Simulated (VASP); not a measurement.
All values below come from PBE GGA, VASP's PBE PAW potentials (set 64) (plane waves; VASP 6.6.1). Each cell was relaxed at this level, without spin-orbit coupling.

Which of these comes out without a gap?
(A) LiH, Fm-3m (225)
(B) Be2C, Fm-3m (225)
(C) Rh, Fm-3m (225)
(D) TlBr, Pm-3m (221)

C, Rh, Fm-3m (225). The others have gaps of 2.97 eV (LiH, Fm-3m (225)), 1.99 eV (TlBr, Pm-3m (221)), 1.16 eV (Be2C, Fm-3m (225)).
